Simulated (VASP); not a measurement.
# Sb2TeO2 (P4/mbm) in VASP: single point with r2SCAN

Aim: the single point of Sb2TeO2 with r2SCAN.

Program: VASP 6.6.1. These are calculated values, not measurements. Logs are shortened: lines on timing, memory, paths and dates and some standing lists are left out, and cuts for length are marked.

**1. The crystal as given**

The structure is tetragonal, space group P4/mbm (No. 127). The conventional cell has a = 8.851 Å, b = 8.851 Å, c = 3.231 Å, α = 90.00°, β = 90.00°, γ = 90.00°. Sb (site symmetry m2m) has 2 O at 2.04 Å as nearest neighbours. Te (site symmetry 4/m) has 4 Sb at 3.15 Å and 2 Te at 3.23 Å as nearest neighbours. Around O (site symmetry m2m) lie 2 Sb at 2.04 Å.

The cell was built by a generator and needn't be a form met in nature.

**2. Single point, r2SCAN**

The input, INCAR:

```
SYSTEM = Sb2TeO2
ALGO = Normal ; EDIFF = 1E-6
ENCUT = 520 ; ISIF = 2
ISMEAR = 0 ; KPAR = 4
LASPH = .True. ; LCHARG = .False.
LMIXTAU = .True. ; LREAL = .False.
LWAVE = .False. ; METAGGA = R2SCAN
NBANDS = 39 ; NELM = 150
PREC = Accurate ; SIGMA = 0.1
```

The input, KPOINTS:

```
k-points
0
Gamma
  4 4 10
  0 0 0
```

The input, POSCAR:

```
Sb2TeO2
1.0
    8.8505700000      0.0000000000      0.0000000000
    0.0000000000      8.8505700000      0.0000000000
    0.0000000000      0.0000000000      3.2305200000
Sb Te O
4 2 4
Direct
    0.2786590000      0.7786590000      0.0000000000
    0.2213410000      0.2786590000      0.0000000000
    0.7213410000      0.2213410000      0.0000000000
    0.7786590000      0.7213410000      0.0000000000
    0.0000000000      0.0000000000      0.0000000000
    0.5000000000      0.5000000000      0.0000000000
    0.1792130000      0.6792130000      0.5000000000
    0.3207870000      0.1792130000      0.5000000000
    0.8207870000      0.3207870000      0.5000000000
    0.6792130000      0.8207870000      0.5000000000
```

Potentials or basis: VASP PAW PBE potentials, release 64 (Sb, Te, O).

Started as:

```console
> cat potpaw_PBE.64/Sb/POTCAR potpaw_PBE.64/Te/POTCAR potpaw_PBE.64/O/POTCAR > POTCAR
> mpirun -np 4 vasp_std > vasp.out
```

OUTCAR:

```text
SYSTEM = Sb2TeO2
   EDIFF = 1E-6
   ENCUT = 520
   ISIF = 2
   ISMEAR = 0
   LASPH = .True.
   LREAL = .False.
   METAGGA = R2SCAN
   NELM = 150
   PREC = Accurate

 ion  position               nearest neighbor table
   1  0.279  0.779  0.000-   7 2.04   7 2.04   5 3.15   6 3.15
   2  0.221  0.279  0.000-   8 2.04   8 2.04   5 3.15   6 3.15
   3  0.721  0.221  0.000-   9 2.04   9 2.04   5 3.15   6 3.15
   4  0.779  0.721  0.000-  10 2.04  10 2.04   5 3.15   6 3.15
   5  0.000  0.000  0.000-   1 3.15   2 3.15   3 3.15   4 3.15
   6  0.500  0.500  0.000-   1 3.15   2 3.15   3 3.15   4 3.15
   7  0.179  0.679  0.500-   1 2.04   1 2.04
   8  0.321  0.179  0.500-   2 2.04   2 2.04
   9  0.821  0.321  0.500-   3 2.04   3 2.04
  10  0.679  0.821  0.500-   4 2.04   4 2.04

  LATTYP: Found a simple tetragonal cell.
 ALAT       =     8.8505700000
 C/A-ratio  =     0.3650069995

  Lattice vectors:

 A1 = (   8.8505700000,   0.0000000000,   0.0000000000)
 A2 = (   0.0000000000,   8.8505700000,   0.0000000000)
 A3 = (   0.0000000000,   0.0000000000,   3.2305200000)

Analysis of symmetry for initial positions (statically):
=====================================================================
 Subroutine PRICEL returns:
 Original cell was already a primitive cell.

 Routine SETGRP: Setting up the symmetry group for a
 simple tetragonal supercell.

 Subroutine GETGRP returns: Found 16 space group operations
 (whereof  8 operations were pure point group operations)
 out of a pool of 16 trial point group operations.

The static configuration has the point symmetry C_4h.
 The point group associated with its full space group is D_4h.

Analysis of symmetry for dynamics (positions and initial velocities):
=====================================================================
 Subroutine PRICEL returns:
 Original cell was already a primitive cell.

 Routine SETGRP: Setting up the symmetry group for a
 simple tetragonal supercell.

 Subroutine GETGRP returns: Found 16 space group operations
 (whereof  8 operations were pure point group operations)
 out of a pool of 16 trial point group operations.

The dynamic configuration has the point symmetry C_4h.
 The point group associated with its full space group is D_4h.

 Subroutine INISYM returns: Found 16 space group operations
 (whereof  8 operations are pure point group operations),
 and found     1 'primitive' translations

----------------------------------------------------------------------------------------

                                     Primitive cell

  volume of cell :     253.0550

  direct lattice vectors                    reciprocal lattice vectors
     8.850570000  0.000000000  0.000000000     0.112987073  0.000000000  0.000000000
     0.000000000  8.850570000  0.000000000     0.000000000  0.112987073  0.000000000
     0.000000000  0.000000000  3.230520000     0.000000000  0.000000000  0.309547689

  length of vectors
     8.850570000  8.850570000  3.230520000     0.112987073  0.112987073  0.309547689

  position of ions in fractional coordinates (direct lattice)
     0.278659000  0.778659000  0.000000000
     0.221341000  0.278659000  0.000000000
     0.721341000  0.221341000  0.000000000
     0.778659000  0.721341000  0.000000000
     0.000000000  0.000000000  0.000000000
     0.500000000  0.500000000  0.000000000
     0.179213000  0.679213000  0.500000000
     0.320787000  0.179213000  0.500000000
     0.820787000  0.320787000  0.500000000
     0.679213000  0.820787000  0.500000000

  ion indices of the primitive-cell ions
   primitive index   ion index
                 1           1
                 2           2
                 3           3
                 4           4
                 5           5
                 6           6
                 7           7
                 8           8
                 9           9
                10          10

----------------------------------------------------------------------------------------

 KPOINTS: k-points

Automatic generation of k-mesh.
 Grid dimensions read from file:
 generate k-points for:    4    4   10

 Generating k-lattice:

  Cartesian coordinates                     Fractional coordinates (reciprocal lattice)
     0.028246768  0.000000000  0.000000000     0.250000000  0.000000000  0.000000000
     0.000000000  0.028246768  0.000000000     0.000000000  0.250000000  0.000000000
     0.000000000  0.000000000  0.030954769     0.000000000  0.000000000  0.100000000

  Length of vectors
     0.028246768  0.028246768  0.030954769

  Shift w.r.t. Gamma in fractional coordinates (k-lattice)
     0.000000000  0.000000000  0.000000000

 Subroutine IBZKPT returns following result:
 ===========================================

 Found     36 irreducible k-points:

 Following reciprocal coordinates:
            Coordinates               Weight
  0.000000  0.000000  0.000000      1.000000
  0.250000  0.000000  0.000000      4.000000
  0.500000  0.000000  0.000000      2.000000
  0.250000  0.250000  0.000000      4.000000
  0.500000  0.250000  0.000000      4.000000
  0.500000  0.500000  0.000000      1.000000
[... 16 lines left out ...]
  0.500000  0.250000  0.300000      8.000000
  0.500000  0.500000  0.300000      2.000000
 [... further k-points ...]
   k-points           NKPTS =     36   k-points in BZ     NKDIM =     36   number of bands    NBANDS=     39
   number of dos      NEDOS =    301   number of ions     NIONS =     10
   total plane-waves  NPLWV = 117600
   dimension x,y,z NGX =    70 NGY =   70 NGZ =   24
   dimension x,y,z NGXF=   140 NGYF=  140 NGZF=   48
   ions per type =               4   2   4
   NGX,Y,Z   is equivalent  to a cutoff of  13.15, 13.15, 12.35 a.u.
   NGXF,Y,Z  is equivalent  to a cutoff of  26.30, 26.30, 24.70 a.u.
 SYSTEM =  Sb2TeO2
   PREC   = accura    normal or accurate (medium, high low for compatibility)
   ISTART =      0    job   : 0-new  1-cont  2-samecut
   ICHARG =      2    charge: 1-file 2-atom 10-const
   ISPIN  =      1    spin polarized calculation?
   LNONCOLLINEAR =      F non collinear calculations
   LSORBIT =      F    spin-orbit coupling
   LASPH  =      T    aspherical Exc in radial PAW
   ENCUT  =  520.0 eV  38.22 Ry    6.18 a.u.  16.46 16.46  6.01*2*pi/ulx,y,z
   NELM   =    150;   NELMIN=  2; NELMDL= -5     # of ELM steps
   EDIFF  = 0.1E-05   stopping-criterion for ELM
   LREAL  =      F    real-space projection
   EDIFFG = 0.1E-04   stopping-criterion for IOM
   NSW    =      0    number of steps for IOM
   IBRION =     -1    ionic relax: 0-MD 1-quasi-New 2-CG
   NFREE  =      0    steps in history (QN), initial steepest desc. (CG)
   ISIF   =      2    stress and relaxation
   ISYM   =      2    0-nonsym 1-usesym 2-fastsym
   POTIM  = 0.5000    time-step for ionic-motion
   TEBEG  =    0.0;   TEEND  =   0.0 temperature during run
   PSTRESS=    0.0 pullay stress
   NELECT =      56.0000    total number of electrons
   NUPDOWN=      -1.0000    fix difference up-down
   EMIN   =  10.00;   EMAX   =-10.00  energy-range for DOS
   EFERMI =   0.00;   METHOD = LEGACY
   ISMEAR =     0;   SIGMA  =   0.10  broadening in eV -4-tet -1-fermi 0-gaus
   EFERMI_NEDOS =   21; number of points for ismear=-14 and -15
   IALGO  =     38    algorithm
   IMIX   =      4    mixing-type and parameters
     AMIX     =   0.40;   BMIX     =  1.00
     AMIX_MAG =   1.60;   BMIX_MAG =  1.00
  volume/ion in A,a.u.               =      25.31       170.77
  Fermi-wavevector in a.u.,A,eV,Ry     =   0.990222  1.871248 13.341049  0.980539
  Thomas-Fermi vector in A             =   2.121877
   LORBIT       =      0    0 simple, 1 ext, 2 COOP (PROOUT), +10 PAW based schemes
   METAGGA = R2SCAN    functional components
   LHFCALC =     F    Hartree Fock is set to
   AEXX    =    0.0000 exact exchange contribution
   IVDW    =     0    specifies the selected vdW correction
   LEPSILON=     F    determine dielectric tensor
   LRPA    =     F    only Hartree local field effects (RPA)
 non-spin polarized calculation
 Gauss-broadening in eV      SIGMA  =   0.10
  energy-cutoff  :      520.00
  volume of cell :      253.05
 maximum number of plane-waves:      6852
 NGX is ok and might be reduce to    70
   NGX = 33   NGY = 33   NGZ = 13

 number of electron      56.0000000 magnetization

 Free energy of the ion-electron system (eV)
  ---------------------------------------------------
  ext. energy  EPLUGINS =         0.00000000
  ---------------------------------------------------
  free energy    TOTEN  =      -183.89544319 eV

  energy without entropy =     -183.87890854  energy(sigma->0) =     -183.88717586

 E-fermi :   5.1761     XC(G=0):  -9.1384

 val. band max:        5.1578783343   @ k =   0.5000   0.5000   0.2000
 cond. band min:       5.2146350210   @ k =   0.5000   0.2500   0.0000
 fundamental gap:      0.0567566867
 Fermi energy:         5.1761209655

 k-point     1 :       0.0000    0.0000    0.0000
  band No.  band energies     occupation
      1     -16.0678      2.00000
      2     -16.0327      2.00000
      3     -16.0327      2.00000
      4     -16.0076      2.00000
      5      -7.8423      2.00000
      6      -7.8086      2.00000
[... 31 lines left out ...]
     38      10.8891      0.00000
     39      10.9238      0.00000

 k-point     2 :       0.2500    0.0000    0.0000
  band No.  band energies     occupation
      1     -16.0627      2.00000
      2     -16.0379      2.00000
      3     -16.0291      2.00000
      4     -16.0113      2.00000
      5      -7.8395      2.00000
      6      -7.8158      2.00000
[... 913 lines left out ...]
     38       8.5519      0.00000
     39       9.0512      0.00000

 k-point    24 :       0.5000    0.5000    0.3000
  band No.  band energies     occupation
      1     -15.6168      2.00000
      2     -15.6168      2.00000
      3     -15.6166      2.00000
      4     -15.6166      2.00000
      5      -7.0353      2.00000
      6      -7.0353      2.00000
[... 31 lines left out ...]
     38       8.8276      0.00000
     39       8.8652      0.00000

 [... further k-points ...]

------------------------ aborting loop because EDIFF is reached ----------------------------------------

  FORCE on cell =-STRESS in cart. coord.  units (eV):
  Direction    XX          YY          ZZ          XY          YZ          ZX
  --------------------------------------------------------------------------------------
  -------------------------------------------------------------------------------------
  Total       -2.5911433     -2.5911433     -5.6772103      0.0000000      0.0000000      0.0000000
  in kB      -16.4054104    -16.4054104    -35.9443512      0.0000000      0.0000000      0.0000000
  external PRESSURE =     -22.9183906 kB  Pullay stress =       0.0000000 kB

 VOLUME and BASIS-vectors are now :
 -----------------------------------------------------------------------------
  energy-cutoff  :      520.00
  volume of cell :      253.05
      direct lattice vectors                 reciprocal lattice vectors
     8.850570000  0.000000000  0.000000000     0.112987073  0.000000000  0.000000000
     0.000000000  8.850570000  0.000000000     0.000000000  0.112987073  0.000000000
     0.000000000  0.000000000  3.230520000     0.000000000  0.000000000  0.309547689

 POSITION                                       TOTAL-FORCE (eV/Angst)
 -----------------------------------------------------------------------------------
      2.46629      6.89158      0.00000        -0.291041     -0.291041     -0.000000
      1.95899      2.46629      0.00000         0.291041     -0.291041      0.000000
      6.38428      1.95899      0.00000         0.291041      0.291041     -0.000000
      6.89158      6.38428      0.00000        -0.291041      0.291041     -0.000000
      0.00000      0.00000      0.00000         0.000000      0.000000     -0.000000
      4.42528      4.42528      0.00000         0.000000      0.000000     -0.000000
      1.58614      6.01142      1.61526         0.321015      0.321015      0.000000
      2.83915      1.58614      1.61526        -0.321015      0.321015      0.000000
      7.26443      2.83915      1.61526        -0.321015     -0.321015     -0.000000
      6.01142      7.26443      1.61526         0.321015     -0.321015     -0.000000
 -----------------------------------------------------------------------------------
    total drift:                                0.000000      0.000000      0.000000

  FREE ENERGIE OF THE ION-ELECTRON SYSTEM (eV)
  ---------------------------------------------------
  free  energy   TOTEN  =      -183.8954431888 eV

  energy  without entropy=     -183.8789085361  energy(sigma->0) =     -183.88717586
```

It took 9.9 min on 4 MPI ranks of Intel Xeon Platinum 8488C (Sapphire Rapids), shared host; peak memory 0.59 GiB.

What came out:

* Free energy: -183.8954 eV
* Pressure: -2.3 GPa
* Largest force: 0.454 eV/Å
* Band gap on the k mesh: none (metal or under the smearing width)

Forces on the atoms (eV/Å):
```
Sb  -0.291 -0.291  0.000
Sb   0.291 -0.291  0.000
Sb   0.291  0.291  0.000
Sb  -0.291  0.291  0.000
Te   0.000  0.000  0.000
Te   0.000  0.000  0.000
O    0.321  0.321  0.000
O   -0.321  0.321  0.000
O   -0.321 -0.321  0.000
O    0.321 -0.321  0.000
```

Stress tensor (GPa, compression positive):
```
-1.64  0.00  0.00
 0.00 -1.64  0.00
 0.00  0.00 -3.59
```

Levels at points of the mesh, in eV from the Fermi level:
```
           k point  band 26  band 27  band 28  band 29  band 30  band 31
(0.00, 0.00, 0.00)    -2.13    -0.98    -0.64     0.63     1.24     1.24
(0.50, 0.00, 0.00)    -2.53     0.18     0.18     0.72     0.72     1.28
(0.50, 0.50, 0.00)    -2.27    -0.44    -0.44     0.76     0.76     1.14
(0.00, 0.00, 0.50)    -3.42    -1.00    -1.00    -0.51     0.24     0.56
(0.50, 0.00, 0.50)    -3.01    -2.68    -2.68     0.64     0.64     1.17
(0.50, 0.50, 0.50)    -3.68    -1.01    -1.01    -0.15    -0.15     0.63
```

Caveat: the PAW data sets were made with another functional, which shifts forces and pressure a little.
